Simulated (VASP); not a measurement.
Given:

```
CELL_PARAMETERS angstrom
      9.64982     0.00000     0.00000
      0.00000     9.64982     0.00000
      0.00000     0.00000     9.71431
ATOMIC_POSITIONS crystal
  Sn 0.00000 0.00000 0.00000
  Sn 0.25000 0.25000 0.16667
  Sn 0.00000 0.00000 0.33333
  Sn 0.25000 0.25000 0.50000
  Sn 0.00000 0.00000 0.66667
  Sn 0.25000 0.25000 0.83333
  Sn 0.00000 0.50000 0.00000
  Sn 0.25000 0.75000 0.16667
  Sn 0.00000 0.50000 0.33333
  Sn 0.25000 0.75000 0.50000
  Sn 0.00000 0.50000 0.66667
  Sn 0.25000 0.75000 0.83333
  Sn 0.50000 0.00000 0.00000
  Sn 0.75000 0.25000 0.16667
  Sn 0.50000 0.00000 0.33333
  Sn 0.75000 0.25000 0.50000
  Sn 0.50000 0.00000 0.66667
  Sn 0.75000 0.25000 0.83333
  Sn 0.50400 0.49623 0.99848
  Sn 0.75000 0.75000 0.16667
  Sn 0.75000 0.75000 0.50000
  Sn 0.49557 0.50333 0.66730
  Sn 0.75000 0.75000 0.83333
  O  0.15350 0.15350 0.00000
  O  0.40350 0.09650 0.16667
  O  0.09650 0.40350 0.16667
  O  0.34650 0.34650 0.00000
  O  0.15350 0.15350 0.33333
  O  0.40350 0.09650 0.50000
  O  0.09650 0.40350 0.50000
  O  0.34991 0.34411 0.32987
  O  0.15350 0.15350 0.66667
  O  0.40350 0.09650 0.83333
  O  0.09650 0.40350 0.83333
  O  0.34650 0.34650 0.66667
  O  0.15350 0.65350 0.00000
  O  0.40094 0.60027 0.16859
  O  0.09650 0.90350 0.16667
  O  0.34650 0.84650 0.00000
  O  0.15350 0.65350 0.33333
  O  0.40824 0.59952 0.49981
  O  0.09650 0.90350 0.50000
  O  0.34650 0.84650 0.33333
  O  0.15350 0.65350 0.66667
  O  0.40350 0.59650 0.83333
  O  0.09650 0.90350 0.83333
  O  0.34650 0.84650 0.66667
  O  0.65350 0.15350 0.00000
  O  0.90350 0.09650 0.16667
  O  0.60100 0.40300 0.16554
  O  0.84650 0.34650 0.00000
  O  0.65350 0.15350 0.33333
  O  0.90350 0.09650 0.50000
  O  0.59648 0.40143 0.50228
  O  0.84650 0.34650 0.33333
  O  0.65350 0.15350 0.66667
  O  0.90350 0.09650 0.83333
  O  0.59650 0.40350 0.83333
  O  0.84650 0.34650 0.66667
  O  0.65350 0.65350 0.00000
  O  0.90350 0.59650 0.16667
  O  0.59650 0.90350 0.16667
  O  0.84650 0.84650 0.00000
  O  0.65415 0.65082 0.33169
  O  0.90350 0.59650 0.50000
  O  0.59650 0.90350 0.50000
  O  0.84650 0.84650 0.33333
  O  0.65350 0.65350 0.66667
  O  0.90350 0.59650 0.83333
  O  0.59650 0.90350 0.83333
  O  0.84650 0.84650 0.66667
  In 0.49959 0.50214 0.33814
```
Cell charge +1.

All values below come from PBE GGA, VASP's PBE PAW potentials (set 64) (plane waves; VASP). Numerical set-up: PREC = Normal, LREAL = Auto, ISYM = 0, NELECT = 382.0, EDIFF = 1E-5, 400 eV cut-off, 1×1×1 Γ-centred mesh, Gaussian smearing of 0.050 eV, potentials Sn O In.

At this cut-off the stress carries a Pulay error, which pulls relaxed volumes low. The cell is charged, with a uniform compensating background. The supercell is sampled at Γ alone, which is coarse: total energies, pressure and levels can be off, energies of defects by several tenths of an eV.

The ions are relaxed. Give the cell that the relaxation ends in.

```
CELL_PARAMETERS angstrom
      9.64982     0.00000     0.00000
      0.00000     9.64982     0.00000
      0.00000     0.00000     9.71431
ATOMIC_POSITIONS crystal
  Sn 0.00015 0.00001 0.99990
  Sn 0.24924 0.24909 0.16695
  Sn 0.00003 0.00005 0.33330
  Sn 0.24923 0.24907 0.49975
  Sn 0.00005 0.00010 0.66671
  Sn 0.25013 0.24991 0.83341
  Sn 0.00022 0.49989 0.99985
  Sn 0.25028 0.74984 0.16597
  Sn 0.00015 0.50006 0.33332
  Sn 0.25025 0.74987 0.50081
  Sn 0.00023 0.49990 0.66680
  Sn 0.25007 0.74998 0.83332
  Sn 0.50015 0.99993 0.99985
  Sn 0.74989 0.25025 0.16591
  Sn 0.50008 0.00005 0.33333
  Sn 0.74987 0.25018 0.50083
  Sn 0.50016 0.99989 0.66682
  Sn 0.75008 0.25006 0.83336
  Sn 0.50004 0.50017 0.00001
  Sn 0.75102 0.75084 0.16700
  Sn 0.75103 0.75084 0.49978
  Sn 0.50021 0.50001 0.66678
  Sn 0.75044 0.75017 0.83341
  O  0.15295 0.15291 0.99975
  O  0.40250 0.09558 0.16630
  O  0.09591 0.40247 0.16640
  O  0.34624 0.34596 0.99981
  O  0.15079 0.15085 0.33332
  O  0.40245 0.09556 0.50039
  O  0.09604 0.40260 0.50023
  O  0.34177 0.34114 0.33335
  O  0.15288 0.15288 0.66694
  O  0.40359 0.09716 0.83331
  O  0.09732 0.40331 0.83333
  O  0.34577 0.34635 0.66686
  O  0.15090 0.65480 0.99896
  O  0.40034 0.59976 0.15853
  O  0.09707 0.90291 0.16615
  O  0.34522 0.84925 0.99896
  O  0.15376 0.65289 0.33345
  O  0.40095 0.60019 0.50837
  O  0.09708 0.90297 0.50054
  O  0.34688 0.84678 0.33338
  O  0.15110 0.65460 0.66770
  O  0.40316 0.59694 0.83336
  O  0.09655 0.90334 0.83327
  O  0.34508 0.84946 0.66780
  O  0.65477 0.15090 0.99903
  O  0.90301 0.09708 0.16604
  O  0.60008 0.40065 0.15837
  O  0.84948 0.34509 0.99900
  O  0.65311 0.15345 0.33330
  O  0.90297 0.09709 0.50049
  O  0.59969 0.40005 0.50846
  O  0.84678 0.34692 0.33335
  O  0.65496 0.15068 0.66778
  O  0.90344 0.09659 0.83340
  O  0.59695 0.40312 0.83336
  O  0.84934 0.34520 0.66774
  O  0.65416 0.65409 0.99973
  O  0.90466 0.59767 0.16630
  O  0.59765 0.90426 0.16640
  O  0.84730 0.84724 0.99988
  O  0.65901 0.65824 0.33339
  O  0.90457 0.59761 0.50037
  O  0.59764 0.90426 0.50027
  O  0.84930 0.84927 0.33335
  O  0.65431 0.65401 0.66703
  O  0.90317 0.59661 0.83332
  O  0.59677 0.90280 0.83336
  O  0.84732 0.84727 0.66690
  In 0.50013 0.49989 0.33341
```
Cell charge +1.

How much energy does the relaxation gain?

The energy (σ→0) changes by -8.5 meV/atom, in 14 ionic steps.

```csv
step,E(σ→0) (eV),max force (eV/Å),pressure (GPa),volume (Å³)
1,-450.0612,2.898,-5.54,904.59
2,-450.4243,1.509,-5.72,904.59
3,-450.5652,0.703,-5.77,904.59
4,-450.6444,0.221,-5.85,904.59
5,-450.6446,0.241,-5.85,904.59
6,-450.6618,0.174,-5.85,904.59
7,-450.6620,0.216,-5.85,904.59
8,-450.6679,0.082,-5.83,904.59
9,-450.6680,0.092,-5.83,904.59
10,-450.6709,0.053,-5.83,904.59
11,-450.6715,0.066,-5.83,904.59
12,-450.6731,0.038,-5.84,904.59
13,-450.6731,0.043,-5.84,904.59
14,-450.6739,0.028,-5.85,904.59
```

The cell is a supercell with a defect, built from SnO2 (rutile): In_Sn, charge +1. The run is not spin-polarised, so no state with unpaired spins was tried.
